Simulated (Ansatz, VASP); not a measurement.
# Two plane-wave programs on KW

File INCAR:

```
SYSTEM = KW
PREC = Accurate
ENCUT = 600
EDIFF = 1E-7
ISMEAR = 0
SIGMA = 0.1
LREAL = .False.
LASPH = .True.
NELM = 100
ALGO = Normal
ISIF = 3
LWAVE = .False.
LCHARG = .False.
GGA = PE
IBRION = 2
NSW = 100
EDIFFG = -0.01
```

KPOINTS

```
Automatic mesh
0
Gamma
  24 24 10
  0 0 0
```

File POSCAR:

```
KW
1.0
    2.8416290015      0.0000000000      0.0000000000
   -1.4208145007      2.4609229034      0.0000000000
    0.0000000000      0.0000000000      6.3051858198
K W
1 1
Direct
    0.0000000000      0.0000000000      0.0000000000
    0.3333333333      0.6666666667      0.5000000000
```

Input for Ansatz:

```yaml
crystal:
  lattice:
    - [2.8416290015, 0.0, 0.0]
    - [-1.4208145007, 2.4609229034, 0.0]
    - [0.0, 0.0, 6.3051858198]
  atoms:
    - { symbol: K, position: [0.0, 0.0, 0.0] }
    - { symbol: W, position: [0.3333333333, 0.6666666667, 0.5] }
basis:
  ecutwfc: 420
kpoints:
  mp_grid: { grid: [24, 24, 10] }
hamiltonian:
  xc: pbe
scf:
  occupations: { method: gaussian, width: 0.1 }
output:
  forces: true
  stress: true
  eigenvalues: true
  write_density: true
  write_potential: true
  elf: true
  volumetric_format: npy
relax:
  adjacent_minimum: "off"
  f_tol: 0.01
  max_steps: 80
  cell: { stress_tol: 0.05 }
```

Alike in both runs: task relaxation of cell and atoms; functional PBE; k mesh 24 × 24 × 10; occupations gaussian, width 0.1 eV; no spin polarisation.

|  | VASP | Ansatz |
| --- | --- | --- |
| version | VASP 6.6.1 | Ansatz 0.2.0 |
| potentials or method | VASP PAW PBE potentials, release 64 (K_sv, W_sv) | scalar-relativistic, plane waves, PAW |
| plane-wave cutoff (eV) | 600 | 420 |
| valence electrons in the cell | 23 | 23 |

Ansatz gave:

```
gap on the k mesh at the Fermi level, each at its own relaxed structure (eV) : none
relaxed volume (Å³/atom)                                                     : 22.07
relaxed cell length with the largest relative difference (Å)                 : 2.842
```

Question: Which values does VASP return?

Answer: gap on the k mesh at the Fermi level, each at its own relaxed structure (eV): none; relaxed volume (Å³/atom): 22.15; relaxed cell length with the largest relative difference (Å): 2.846.

A gap of «none» marks a metal or a gap that the smearing closes.

Spin-orbit coupling is left out, which matters for the levels of W.
